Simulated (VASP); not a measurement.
Level of theory: LDA (Ceperley-Alder, Perdew-Zunger), VASP's LDA PAW potentials (set 64) (plane waves; VASP).

A VASP calculation is set up with these files.

### KPOINTS
```
k-points along high-symmetry lines
15
Line-mode
Reciprocal
  0.000000   0.000000   0.000000 ! GAMMA
  0.500000   0.000000   0.500000 ! X

  0.500000   0.000000   0.500000 ! X
  0.625000   0.250000   0.625000 ! U

  0.375000   0.375000   0.750000 ! K
  0.000000   0.000000   0.000000 ! GAMMA

  0.000000   0.000000   0.000000 ! GAMMA
  0.500000   0.500000   0.500000 ! L

  0.500000   0.500000   0.500000 ! L
  0.500000   0.250000   0.750000 ! W

  0.500000   0.250000   0.750000 ! W
  0.500000   0.000000   0.500000 ! X
```

**INCAR**
```
SYSTEM = KI
PREC = Accurate
ENCUT = 520
EDIFF = 1E-7
NELM = 100
ALGO = Normal
LREAL = .FALSE.
LASPH = .TRUE.
ISMEAR = 0
SIGMA = 0.05
LMAXMIX = 4
LWAVE = .FALSE.
LCHARG = .FALSE.
LORBIT = 11
ICHARG = 11
```

File POSCAR:
```
KI
1
    0.0000000000     3.4129370931     3.4129370931
    3.4129370931     0.0000000000     3.4129370931
    3.4129370931     3.4129370931     0.0000000000
K I
1 1
Direct
  0.0000000000   0.0000000000   0.0000000000
  0.5000000000   0.5000000000   0.5000000000
```

POTCAR, in this order: K_sv I (LDA.64 set). Program: vasp_std. Read from the step before: CHGCAR.

Output

OUTCAR:
```
 ion  position               nearest neighbor table
   1  0.000  0.000  0.000-   2 3.41   2 3.41   2 3.41   2 3.41   2 3.41   2 3.41
   2  0.500  0.500  0.500-   1 3.41   1 3.41   1 3.41   1 3.41   1 3.41   1 3.41
  LATTYP: Found a face centered cubic cell.
 ALAT       =     6.8258741862
 Subroutine PRICEL returns:
 Original cell was already a primitive cell.
 Subroutine GETGRP returns: Found 48 space group operations
The static configuration has the point symmetry O_h .
The dynamic configuration has the point symmetry O_h .
 Subroutine INISYM returns: Found 48 space group operations
   k-points           NKPTS =     90   k-points in BZ     NKDIM =     90   number of bands    NBANDS=     12
   number of dos      NEDOS =    301   number of ions     NIONS =      2
   total plane-waves  NPLWV =  46656
   dimension x,y,z NGX =    36 NGY =   36 NGZ =   36
   dimension x,y,z NGXF=    72 NGYF=   72 NGZF=   72
   ions per type =               1   1
   PREC   = accura    normal or accurate (medium, high low for compatibility)
   ISTART =      0    job   : 0-new  1-cont  2-samecut
   ICHARG =     11    charge: 1-file 2-atom 10-const
   ISPIN  =      1    spin polarized calculation?
   LNONCOLLINEAR =      F non collinear calculations
   LSORBIT =      F    spin-orbit coupling
   INIWAV =      1    electr: 0-lowe 1-rand  2-diag
   ENCUT  =  520.0 eV  38.22 Ry    6.18 a.u.   8.97  8.97  8.97*2*pi/ulx,y,z
   NELM   =    100;   NELMIN=  2; NELMDL= -5     # of ELM steps
   EDIFF  = 0.1E-06   stopping-criterion for ELM
   LREAL  =      F    real-space projection
   NLSPLINE    = F    spline interpolate recip. space projectors
   LMAXMIX     =    4 max onsite mixed and CHGCAR
   VOSKOWN=      0    Vosko Wilk Nusair interpolation
   EDIFFG = 0.1E-05   stopping-criterion for IOM
   NSW    =      0    number of steps for IOM
   NBLOCK =      1;   KBLOCK =      1    inner block; outer block
   IBRION =     -1    ionic relax: 0-MD 1-quasi-New 2-CG
   NFREE  =      0    steps in history (QN), initial steepest desc. (CG)
   ISIF   =      2    stress and relaxation
   ISYM   =      2    0-nonsym 1-usesym 2-fastsym
   TEIN   =    0.0    initial temperature
   TEBEG  =    0.0;   TEEND  =   0.0 temperature during run
   SMASS  =  -3.00    Nose mass-parameter (am)
   PSTRESS=    0.0 pullay stress
   NELECT =      16.0000    total number of electrons
   EFERMI =   0.00;   METHOD = LEGACY
   ISMEAR =     0;   SIGMA  =   0.05  broadening in eV -4-tet -1-fermi 0-gaus
   IALGO  =     38    algorithm
   LDIAG  =      T    sub-space diagonalisation (order eigenvalues)
   IMIX   =      4    mixing-type and parameters
     AMIX     =   0.40;   BMIX     =  1.00
     AMIX_MAG =   1.60;   BMIX_MAG =  1.00
     AMIN     =   0.10
   GGA     = CA    functional components
   VOSKOWN =     0    Vosko Wilk Nusair interpolation
   LHFCALC =     F    Hartree Fock is set to
   LHFONE  =     F    Hartree Fock one center treatment
   AEXX    =    0.0000 exact exchange contribution
   IVDW    =     0    specifies the selected vdW correction
   LEPSILON=     F    determine dielectric tensor
   LRPA    =     F    only Hartree local field effects (RPA)
  energy-cutoff  :      520.00
  volume of cell :       79.51
      direct lattice vectors                 reciprocal lattice vectors
     0.000000000  3.412937093  3.412937093    -0.146501382  0.146501382  0.146501382
     3.412937093  0.000000000  3.412937093     0.146501382 -0.146501382  0.146501382
     3.412937093  3.412937093  0.000000000     0.146501382  0.146501382 -0.146501382
 k-point     1 :   0.0000 0.0000 0.0000  plane waves:    2109
 k-point     2 :   0.0357 0.0000 0.0357  plane waves:    2105
 k-point     3 :   0.0714 0.0000 0.0714  plane waves:    2117
 k-point     4 :   0.1071 0.0000 0.1071  plane waves:    2133
 k-point     5 :   0.1429 0.0000 0.1429  plane waves:    2129
 k-point     6 :   0.1786 0.0000 0.1786  plane waves:    2129
 k-point     7 :   0.2143 0.0000 0.2143  plane waves:    2129
 k-point     8 :   0.2500 0.0000 0.2500  plane waves:    2141
 k-point     9 :   0.2857 0.0000 0.2857  plane waves:    2149
 k-point    10 :   0.3214 0.0000 0.3214  plane waves:    2129
...
```

**OSZICAR**
```
       N       E                     dE             d eps       ncg     rms          rms(c)
DAV:   1     0.970990554751E+02    0.97099E+02   -0.67693E+03  2160   0.115E+03
DAV:   2     0.772227702657E+00   -0.96327E+02   -0.89016E+02  2536   0.271E+02
DAV:   3    -0.533252091896E+01   -0.61047E+01   -0.60685E+01  2832   0.587E+01
DAV:   4    -0.565004994884E+01   -0.31753E+00   -0.31720E+00  3936   0.126E+01
DAV:   5    -0.565193055134E+01   -0.18806E-02   -0.18805E-02  2780   0.945E-01
DAV:   6    -0.565197853607E+01   -0.47985E-04   -0.47984E-04  3184   0.121E-01
DAV:   7    -0.565197927517E+01   -0.73910E-06   -0.73910E-06  3220   0.172E-02
DAV:   8    -0.565197929332E+01   -0.18148E-07   -0.18134E-07  2632   0.253E-03
   1 F= -.56519793E+01 E0= -.56519793E+01  d E =-.149878E-11
```

File OUTCAR:
```
 val. band max:       -0.0399696341   @ k =   0.0000   0.0000   0.0000

 cond. band min:       3.8294107142   @ k =   0.0000   0.0000   0.0000



 k-point     1 :       0.0000    0.0000    0.0000
  band No.  band energies     occupation
      1     -28.0240      2.00000
      2     -11.7656      2.00000
      3     -11.7656      2.00000
      4     -11.7656      2.00000
      5     -10.7838      2.00000
      6      -0.0400      2.00000
      7      -0.0400      2.00000
      8      -0.0400      2.00000
      9       3.8294      0.00000
     10       6.1779      0.00000
     11       6.1779      0.00000
     12       6.1779      0.00000

 k-point     2 :       0.0357    0.0000    0.0357
  band No.  band energies     occupation
      1     -28.0239      2.00000
      2     -11.7722      2.00000
      3     -11.7660      2.00000
      4     -11.7660      2.00000
      5     -10.7737      2.00000
      6      -0.0834      2.00000
      7      -0.0475      2.00000
      8      -0.0475      2.00000
      9       3.8840      0.00000
     10       6.1366      0.00000
     11       6.2136      0.00000
     12       6.2136      0.00000

 k-point     3 :       0.0714    0.0000    0.0714
  band No.  band energies     occupation
      1     -28.0237      2.00000
      2     -11.7900      2.00000
      3     -11.7671      2.00000
      4     -11.7671      2.00000
      5     -10.7456      2.00000
      6      -0.2023      2.00000
      7      -0.0692      2.00000
      8      -0.0692      2.00000
      9       4.0353      0.00000
     10       6.0226      0.00000
     11       6.3199      0.00000
     12       6.3199      0.00000

 k-point     4 :       0.1071    0.0000    0.1071
  band No.  band energies     occupation
      1     -28.0234      2.00000
      2     -11.8149      2.00000
      3     -11.7690      2.00000
      4     -11.7690      2.00000
      5     -10.7052      2.00000
      6      -0.3700      2.00000
      7      -0.1030      2.00000
...
```

The density is held fixed in this step, so its total energy and stress have no physical meaning. Unless said otherwise, spin-orbit coupling is left out, though it shifts the bands of the heavy elements here.

The compound is KI in the rock salt structure. It was relaxed first, which changed the volume by -10 %.
